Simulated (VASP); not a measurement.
# BP (relaxed from the rock salt structure, space group Fm-3m): computed properties

Level of theory: PBEsol GGA, VASP's PBE PAW potentials (set 64) (plane waves; VASP 6.6.1).

For BP, the space group is Fm-3m (225) and the cell is a = 4.294 Å, b = 4.294 Å, c = 4.294 Å, α = 90.00°, β = 90.00°, γ = 90.00°. The volume per atom is 9.90 Å³/atom. The band gap (over mesh and band path) is none (metal, semimetal or under 0.01 eV) and the density is 3.50 g/cm³.

Space group Fm-3m (No. 225); a = b = c = 4.294 Å, α = β = γ = 90.00°

| atom | site | symmetry | x | y | z |
|---|---|---|---|---|---|
| B | 4a | m-3m | 0.0000 | 0.0000 | 0.0000 |
| P | 4b | m-3m | 0.5000 | 0.5000 | 0.5000 |
(The calculation used a cell of 2 atoms; values per cell refer to that cell.)

The structure was generated: BP was put into the rock salt type (Fm-3m), which need not be its known phase. It was relaxed first, which changed the volume by +13 %. Symmetry was kept, so distortions that lower it aren't found.
